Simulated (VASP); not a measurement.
Input:

```
CELL_PARAMETERS angstrom
      4.07109     0.00000     0.00000
      0.00000     4.07109     0.00000
      0.00000     0.00000     4.07109
ATOMIC_POSITIONS crystal
  K  0.00000 0.00000 0.00000
  Zn 0.50000 0.50000 0.50000
  F  0.50000 0.00000 0.50000
  F  0.00000 0.50000 0.50000
  F  0.50000 0.50000 0.00000
```

Level of theory: revTPSS meta-GGA, VASP's PBE PAW potentials (set 64) (plane waves; VASP 6.6.1). Run with 520 eV cut-off, 6×6×6 Γ-centred mesh, tetrahedra with Blöchl corrections, potentials K_sv Zn F.

The cores are frozen, which limits the accuracy of field gradients.

Problem. Give the principal components of the electric field gradient (V/Å²) and the asymmetry η at each nucleus.

Solution. 
```csv
atom,Vxx,Vyy,Vzz,η
K1,0.0,0.0,0.0,-
Zn2,0.0,0.0,0.0,-
F3,-50.4,-50.4,100.9,0.00
F4,-50.4,-50.4,100.9,0.00
F5,-50.4,-50.4,100.9,0.00
```

The compound is KZnF3 in the cubic perovskite structure. It was relaxed first.
